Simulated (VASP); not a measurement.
Output of a VASP run:

### OSZICAR
```
       N       E                     dE             d eps       ncg     rms          rms(c)
DAV:   1     0.103596075247E+03    0.10360E+03   -0.13229E+04   600   0.146E+03
DAV:   2    -0.321615889728E+02   -0.13576E+03   -0.13335E+03   782   0.323E+02
DAV:   3    -0.359778612593E+02   -0.38163E+01   -0.38142E+01   768   0.543E+01
DAV:   4    -0.359983424504E+02   -0.20481E-01   -0.20478E-01   768   0.434E+00
DAV:   5    -0.359985209751E+02   -0.17852E-03   -0.17851E-03   761   0.359E-01    0.495E+01
DAV:   6    -0.303685667548E+02    0.56300E+01   -0.29845E+01   670   0.389E+01    0.439E+01
DAV:   7    -0.302762245680E+02    0.92342E-01   -0.73241E-01   733   0.804E+00    0.293E+01
DAV:   8    -0.302533689451E+02    0.22856E-01   -0.21293E-01   747   0.490E+00    0.593E+00
DAV:   9    -0.302428451882E+02    0.10524E-01   -0.40942E-02   705   0.184E+00    0.168E+00
DAV:  10    -0.302429209505E+02   -0.75762E-04   -0.43129E-03   779   0.524E-01    0.301E-01
DAV:  11    -0.302428956467E+02    0.25304E-04   -0.27187E-04   698   0.140E-01    0.218E-01
DAV:  12    -0.302429057231E+02   -0.10076E-04   -0.51552E-05   755   0.546E-02    0.557E-02
DAV:  13    -0.302429065727E+02   -0.84958E-06   -0.19112E-06   643   0.115E-02
   1 F= -.30803616E+02 E0= -.30803616E+02  d E =-.308036E+02
```

**OUTCAR**
```
------------------------ aborting loop because EDIFF is reached ----------------------------------------
 Edisp (eV)   -0.56071
  FORCE on cell =-STRESS in cart. coord.  units (eV):
  Direction    XX          YY          ZZ          XY          YZ          ZX
  --------------------------------------------------------------------------------------
  Total      -0.00252    -0.00252    -0.00252     0.00000     0.00000     0.00000
  in kB      -0.12563    -0.12563    -0.12563     0.00000     0.00000     0.00000
  external pressure =       -0.13 kB  Pullay stress =        0.00 kB
  volume of cell :       32.19
      direct lattice vectors                 reciprocal lattice vectors
     0.000000000  2.524900041  2.524900041    -0.198027641  0.198027641  0.198027641
     2.524900041  0.000000000  2.524900041     0.198027641 -0.198027641  0.198027641
     2.524900041  2.524900041  0.000000000     0.198027641  0.198027641 -0.198027641
 POSITION                                       TOTAL-FORCE (eV/Angst)
 -----------------------------------------------------------------------------------
      0.00000      0.00000      0.00000         0.000000     -0.000000     -0.000000
      1.26245      1.26245      1.26245        -0.000000      0.000000      0.000000
      3.78735      3.78735      3.78735        -0.000000     -0.000000     -0.000000
 -----------------------------------------------------------------------------------
    total drift:                                0.000000      0.000000      0.000000
  FREE ENERGIE OF THE ION-ELECTRON SYSTEM (eV)
  ---------------------------------------------------
  free  energy   TOTEN  =       -30.8036156125 eV

  energy  without entropy=      -30.8036156125  energy(sigma->0) =      -30.80361561

 reached required accuracy - stopping structural energy minimisation
```
(Selected blocks of OUTCAR.)

**POSCAR**
```
HfO2
1
    0.0000000000     2.5249000414     2.5249000414
    2.5249000414     0.0000000000     2.5249000414
    2.5249000414     2.5249000414    -0.0000000000
Hf O
1 2
Direct
  0.0000000000   0.0000000000   0.0000000000
  0.2500000000   0.2500000000   0.2500000000
  0.7500000000   0.7500000000   0.7500000000
```

### Question
Write an INCAR and KPOINTS that could have produced this output.

### Answer
Several could match; the one computed here: the input of the run itself, PBE GGA with D3 dispersion (zero damping), plane waves, VASP's PBE PAW potentials (set 64).

**INCAR**
```
SYSTEM = HfO2
PREC = Accurate; ENCUT = 520; LREAL = .FALSE.
LASPH = .TRUE.
EDIFF = 1E-6; NELM = 100; ALGO = Normal
LMAXMIX = 6
ISMEAR = 0; SIGMA = 0.05
GGA = PE; IVDW = 11
IBRION = 2; NSW = 60; ISIF = 3
EDIFFG = -0.02
LWAVE = .FALSE.; LCHARG = .FALSE.
```

### KPOINTS
```
Automatic
0
gamma
  7 7 7
```

POTCAR, in this order: Hf_pv O (PBE.64 set). Program: vasp_std.

The compound is HfO2 in the fluorite structure, the high-temperature cubic form, which is unstable at 0 K; the monoclinic form is the stable one. It was relaxed first. The start is the result of an earlier pass.
